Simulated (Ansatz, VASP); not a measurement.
# LaB6: VASP beside Ansatz

Wanted: the spread between two codes on one cell, functional and k mesh. The cell is taken from a series of runs on this material, whose earlier steps may have relaxed, scaled, displaced or heated it; both programs get it as it stands.

Program: Ansatz 0.2.0. Level of theory: plane waves, with VASP 6.6.1 beside it; relaxation of cell and atoms at PBEsol and zone-centre phonons at PBEsol. Results are calculated unless marked as measured.

## (1) Starting point

Symmetry: Pm-3m, No. 221, cubic system. Conventional cell: a = 4.130 Å, b = 4.130 Å, c = 4.130 Å, α = 90.00°, β = 90.00°, γ = 90.00°. La has 24 B at 3.03 Å nearest. B has 6 B at 1.65 to 2.48 Å and 4 La at 3.03 Å nearest. Farther neighbours are not listed.

## (2) Ansatz: relaxation of cell and atoms, PBEsol

Ansatz runs on its default PAW (the set named soft_2) files.

The relaxed volume is the usual yardstick between codes: in a stiff, nearly cubic crystal its relative difference is about their pressure difference at one cell divided by the bulk modulus.

File input.yaml:

```yaml
crystal:
  lattice:
    - [4.1301355246, 0.0, 0.0]
    - [0.0, 4.1301355246, 0.0]
    - [0.0, 0.0, 4.1301355246]
  atoms:
    - { symbol: La, position: [0.0, 0.0, 0.0] }
    - { symbol: B, position: [0.1996606526, 0.5, 0.5] }
    - { symbol: B, position: [0.5, 0.1996606526, 0.5] }
    - { symbol: B, position: [0.8003393474, 0.5, 0.5] }
    - { symbol: B, position: [0.5, 0.8003393474, 0.5] }
    - { symbol: B, position: [0.5, 0.5, 0.1996606526] }
    - { symbol: B, position: [0.5, 0.5, 0.8003393474] }
kpoints:
  mp_grid: { grid: [10, 10, 10] }
hamiltonian:
  xc: pbesol
scf:
  occupations: { method: methfessel_paxton, width: 0.2 }
output:
  forces: true
  stress: true
  eigenvalues: true
relax:
  adjacent_minimum: "off"
  f_tol: 0.001
  max_steps: 60
  cell: { stress_tol: 0.01 }
```

Command:

```sh
ansatz run input.yaml --threads 4 --pin off --max-ram 14336MiB --backend cpu --events-out ev --progress --plain --runs-dir out
```

Numbers of over 12 decimals in the logs are rounded to 6 here.

Log:

```text
Engine: ansatz 0.2.0, aarch64-unknown-linux-gnu
Pseudopotentials: kind: paw
Pseudopotential: La, paw, valence charge 11, recommended cutoff 420 eV (normal), La.paw.azcp
Pseudopotential: B, paw, valence charge 3, recommended cutoff 420 eV (normal), B.paw.azcp
Functional definition: PBEsol
  exchange = pbesol_x
  correlation = pbesol_c
Crystal: 7 atoms, lattice volume = 70.452 Å³
Basis set: ecut = 420 eV, 1357 PW (Γ), exchange–correlation on 60×60×60 points (8 copies of the dense FFT grid, shifted against one another)
Bands: 22, of which v1, the nominal top of the filled ones, is band 15 counted from 1 (14 counted from 0)
Symmetry: 48 space group operations
Space group: Pm-3m (ITA 221), of the structure as read, at distance tolerance 4.1e-5 Å
k-points: 56 of 1000
Non-local potential: La, projectors of the file, l = 0: 3, l = 1: 2, l = 2: 2, l = 3: 3
Non-local potential: B, projectors of the file, l = 0: 2, l = 1: 2, l = 2: 1
PAW form: soft (Blöchl's): semilocal exchange-correlation on the pseudo side does not see the compensation charge
PAW frozen core: La, regenerated for the run's functional, and the local potential with it (the file was generated under x = pbe(κ = 0.804, μ = 0.219515), c = pbe(β = 0.066725))
PAW frozen core: B, regenerated for the run's functional, and the local potential with it (the file was generated under x = pbe(κ = 0.804, μ = 0.219515), c = pbe(β = 0.066725))
PAW one-centre angular grid: La, 590 points (default); XC on 64 Gauss nodes
PAW one-centre angular grid: B, 110 points (default); XC on 64 Gauss nodes
Initial density: superposition of atomic densities (neutral atoms: chi_scale 0, normalization atom), corrected by the library's trained network
Initial wavefunctions: pseudopotential atomic-orbital guess
Functional: x = pbesol(κ = 0.804, μ = 0.123457), c = pbesol(β = 0.046)
SCF iter   1: F=—  HF=-7081.240256 eV  |F-HF|=—  |Δ(HF+E_count)|=         —  Δρ=4.77e-3  dr2=2.54e-2  ethr=1.77e-3  ⟨swp⟩=4.4  Hψ=5541  notcnv=0
preconditioner: auto → Kerker (q_TF=auto, 2.353 Å⁻¹)  [metal: Δε(μ)=0.122 eV  Ē_g=10.636 eV  σ=0.200 eV  W_gap=0.48  n_scr=18 (ndim 8)  ℏωp=23.0 eV  f_vac=0.000  D(μ)=0.89/eV (n_scr^D=0)]
SCF iter   2: F=—  HF=-7081.234000 eV  |F-HF|=—  |Δ(HF+E_count)|=   6.26e-3  S|Δr|=    0.00e0  Δρ=2.74e-3  dr2=9.17e-3  ethr=8.77e-5  ⟨swp⟩=2.1  Hψ=2129  notcnv=0  defer=48
SCF iter   3: F=—  HF=-7081.230977 eV  |F-HF|=—  |Δ(HF+E_count)|=   3.02e-3  S|Δr|=    0.00e0  Δρ=4.31e-4  dr2=1.66e-4  ethr=3.16e-5  ⟨swp⟩=2.2  Hψ=1939  notcnv=0  defer=48
SCF iter   4: F=—  HF=-7081.230973 eV  |F-HF|=—  |Δ(HF+E_count)|=   4.50e-6  S|Δr|=    0.00e0  Δρ=9.87e-5  dr2=6.08e-6  ethr=5.71e-7  ⟨swp⟩=2.3  Hψ=1759  notcnv=0  defer=48
SCF iter   5: F=—  HF=-7081.231003 eV  |F-HF|=—  |Δ(HF+E_count)|=   3.02e-5  S|Δr|=    0.00e0  Δρ=2.39e-5  dr2=3.77e-7  ethr=2.10e-8  ⟨swp⟩=2.0  Hψ=1611  notcnv=0  defer=50
SCF iter   6: F=-7081.231003 eV  HF=-7081.231003 eV  |F-HF|=3.07e-9  |Δ(HF+E_count)|=   7.72e-8  S|Δr|=    0.00e0  Δρ=5.49e-6  dr2=1.56e-8  ethr=3.45e-10  ⟨swp⟩=9.2  Hψ=6102  notcnv=0
SCF 1 converged in 6 iterations: F = -7081.231003 eV  dr2 = 1.56e-8
  greatest PAW one-centre occupation: 0.971 electrons in one spin orbital (limit 2), on the La atom at site 0 (counted from 0), in its partial waves of l = 0
relax step   1: F+E_penalty+E_count = -7081.23100293 eV  Δ(F+E_penalty+E_count) = +0.000e0 eV  max|allowed force component| = 1.185e-3 eV/Å  Δτ_max = 0.0000 Å  P = -0.029 GPa  Ω = 70.452 Å³  (6 SCF iters, dr2 threshold 1.00e-7 eV, accepted)
[...]
relax step   2: F+E_penalty+E_count = -7081.23101788 eV  Δ(F+E_penalty+E_count) = -1.495e-5 eV  max|allowed force component| = 8.510e-5 eV/Å  Δτ_max = 0.0000 Å  P = -0.007 GPa  Ω = 70.443 Å³  energy of the carried Pulay correction = +1.382e-5 eV  (3 SCF iters, dr2 threshold 2.15e-9 eV, accepted)
[...]
relax step   3: F+E_penalty+E_count = -7081.23098076 eV  Δ(F+E_penalty+E_count) = +3.712e-5 eV  max|allowed force component| = 7.023e-5 eV/Å  Δτ_max = 0.0000 Å  P = -0.007 GPa  Ω = 70.443 Å³  stress off target by 7.03e-3 GPa  SCF on the basis re-selected at this cell (its energy is not comparable with the rows above)  (5 SCF iters)
basis re-selected at this cell: Δ(F+E_penalty+E_count) = +3.712e-5 eV, ΔP = -0.000 GPa vs the last step (what re-selecting the basis moved, of the pressure what is left beyond the Pulay correction that the steps carried, after the strain that the cell walked since its last selection, with what the two solves' SCF thresholds leave and, on support functions, any second-order correction that the steps lacked; it is no m [...]
SCF converged after 5 iterations
Stability not checked: this state was not tested for a lower state beside it, because cold or Methfessel-Paxton smearing, or corrected tetrahedra, fill the levels in a way that the test cannot read (fill_not_monotonic; see scf.lower_state_search)
Free energy (F): -7081.230981 eV
Harris-Foulkes:  -7081.230981 eV  (|F-HF|=2.73e-12)
Internal energy: -7081.230966 eV  (E = F + TS)
E sigma→0 (E₀):  -7081.230977 eV
Entropy (-TS):   -0.000014 eV (-0.002 meV/atom)
Fermi energy:    12.215889 eV
--- Per-component energies (eV) ---
  E_band       = 52.264968
  E_kinetic    = 494.518585
  E_local      = -379.714375  (includes V_loc(G=0)·N_el)
  E_nonlocal   = 167.863425
  E_hartree    = 116.776691
  E_xc         = -333.991427
  E_vxc        = -380.667551  (∫ρ·V_xc dr)
  E_paw        = -5783.376737  (= ΣΔE_a)
  E_vpaw       = -83.288484  (= ΣTr[D̂ρ^β])
  E_aug_tail   = -0.000016  (compensation charges beyond the density's cutoff)
  E_ewald      = -1363.564889
  E_core_change = 0.257775  (= ΣΔE_core)
  E_smearing   = -0.000014  (= −TS)
  E_closure    = -0.000000  (closes the sum)
  Σ components = -7081.230981   (vs F -7081.230981, Δ=0.00e0)
--- Forces (eV/Å), atoms counted from 1 ---
  atom   1  La     0.00000000     0.00000000    -0.00000000
  atom   2  B      0.00007023    -0.00000000     0.00000000
  atom   3  B      0.00000000     0.00007023     0.00000000
  atom   4  B     -0.00007023     0.00000000    -0.00000000
  atom   5  B     -0.00000000    -0.00007023    -0.00000000
  atom   6  B     -0.00000000     0.00000000     0.00007023
  atom   7  B      0.00000000    -0.00000000    -0.00007023
  max |Σ_I F_I| component: 6.94e-18 eV/Å
--- Stress (GPa, compression-positive) ---
       -0.007026      -0.000000      -0.000000
       -0.000000      -0.007026       0.000000
       -0.000000       0.000000      -0.007026
  P = ⅓ Tr σ = -0.0070 GPa (-0.070 kbar)
--- Band table (eV; the first three rows and the last of 56) ---
  k-point 0: bands = [... 11 lower, 10.3844, 10.3844, 10.3844, 12.4478, 12.4478, 12.4478, 13.7804, 13.7804, ... 3 higher]
  k-point 1: bands = [... 11 lower, 10.0862, 10.0862, 10.4173, 11.9499, 12.7860, 12.7860, 13.8078, 14.0451, ... 3 higher]
  k-point 2: bands = [... 11 lower, 9.5651, 9.5651, 10.5076, 11.1286, 13.3429, 13.3429, 13.8402, 14.1652, ... 3 higher]
  k-point 55: bands = [... 11 lower, 9.8756, 9.8756, 9.8756, 13.7309, 14.0339, 14.0339, 14.0339, 14.0513, ... 3 higher]
--- Relaxed structure (2 steps of the walk, 2 accepted, 1 SCFs on fresh bases) ---
  F+E_penalty+E_count = -7081.23098076 eV   max|allowed force component| = 7.023e-5 eV/Å   (the final SCF, on the basis selected at the relaxed cell)
  cell:  # Å, volume = 70.4427 Å³
    - [4.129956, 0, 0]
    - [0, 4.129956, 0.0]
    - [0.0, 0.0, 4.129956]
  atoms:
    - { symbol: La, position: [0, 0, 0] }
    - { symbol: B, position: [0.199655, 0.5, 0.5] }
    - { symbol: B, position: [0.5, 0.199655, 0.5] }
    - { symbol: B, position: [0.800345, 0.5, 0.5] }
    - { symbol: B, position: [0.5, 0.800345, 0.5] }
    - { symbol: B, position: [0.5, 0.5, 0.199655] }
    - { symbol: B, position: [0.5, 0.5, 0.800345] }
```

The column dr2 measures how far the density is from self-consistency, as an energy; F and HF (Harris–Foulkes) agree once it is small.

[end of part 1 of 2]

[Lines on the potential files, build, host, timing and source positions are cut from VASP's logs without a mark.]

[Logs are printed without paths, hosts, clocks, repeated set-up lines and the standing remarks that a program may print on its own settings, such as how far it seeks lower states.]

[Hosts, paths, dates, database ids (printed as entryN), source tags and the programs' standing remarks are cut or masked in the printed files.]
